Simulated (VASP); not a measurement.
Input:

```
Ca3P2
1.0
    4.47481     0.00000     0.00000
   -2.23740     3.87530     0.00000
    0.00000     0.00000     6.97243
P Ca
2 3
Cartesian
  0.00000   2.58353   1.72010
  2.23741   1.29177   5.25233
  0.00000   0.00000   0.00000
  0.00000   2.58353   4.51116
  2.23741   1.29177   2.46127
```

Computed with PBE GGA, VASP's PBE PAW potentials (set 64) (plane waves; VASP 6.6.1). Numerical set-up: 300 eV cut-off, 5×5×3 Γ-centred mesh, Gaussian smearing of 0.14 eV, potentials P Ca_sv.

At this cut-off the stress carries a Pulay error, which pulls relaxed volumes low. Energy and stress use the plane-wave basis of the starting cell.

Problem. The ions, cell shape and volume are relaxed. What does this cell relax into?

Solution. 
```
Ca3P2
1.0
    4.67639     0.00000     0.00000
   -2.33819     4.04987     0.00000
    0.00000     0.00000     7.00983
P Ca
2 3
Direct
  0.33333   0.66667   0.22905
  0.66667   0.33333   0.77095
  0.00000   0.00000   0.00000
  0.33333   0.66667   0.66025
  0.66667   0.33333   0.33975
```
Space group P-3m1 (164), at a tolerance of 0.03 Å.

Problem. How do energy and volume change from the first to the last step?

Solution. The energy (σ→0) changes by -78.7 meV/atom and the volume by +9.8 %, in 14 ionic steps.

The structure was generated: Ca3P2 was put into an ordered model structure, which need not be its known phase. This run relaxes it. Symmetry was kept, so distortions that lower it aren't found. The run is one of a series of settings (EDIFFG = -0.01, IBRION = 2, ISIF = 3, NSW = 50 against the base run), some of them coarse on purpose.
